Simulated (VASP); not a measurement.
These are PBE GGA, VASP's PBE PAW potentials (set 64) (plane waves; VASP 6.6.1) values and carry that method's errors.

VASP ran on this input.

**INCAR**
```
SYSTEM = Au
PREC = Accurate
ENCUT = 300
EDIFF = 1E-6
NELM = 100
ALGO = Normal
LREAL = .FALSE.
LASPH = .TRUE.
ISMEAR = 0
SIGMA = 0.136
GGA = PE
LMAXMIX = 6
LWAVE = .FALSE.
LCHARG = .FALSE.
ISIF = 3
IBRION = 2
NSW = 50
EDIFFG = -0.01
```

**KPOINTS**
```
Automatic mesh
0
Gamma
13 13 13
0 0 0
```

File POSCAR:
```
Au
1.0
  0.0000000000   2.1169300000   2.1169300000
  2.1169300000   0.0000000000   2.1169300000
  2.1169300000   2.1169300000   0.0000000000
Au
1
Direct
  0.0000000000   0.0000000000   0.0000000000
```

POTCAR, in this order: Au (PBE.64 set). Program: vasp_std.

What will the output report for the number of irreducible k-points (NKPTS), largest plane-wave count, number of space-group operations, FFT grid (NGX, NGY, NGZ)?

| Property | Result |
|---|---|
| number of irreducible k-points (NKPTS) | 84 |
| largest plane-wave count | 233 |
| number of space-group operations | 48 |
| FFT grid (NGX, NGY, NGZ) | 18 × 18 × 18 |

The structure comes from a computed database's Au entry; how it stands against other phases isn't given here. This run relaxes it. Symmetry was kept, so distortions that lower it aren't found. The run is one of a series of settings (EDIFFG = -0.01, IBRION = 2, ISIF = 3, NSW = 50 against the base run), some of them coarse on purpose.
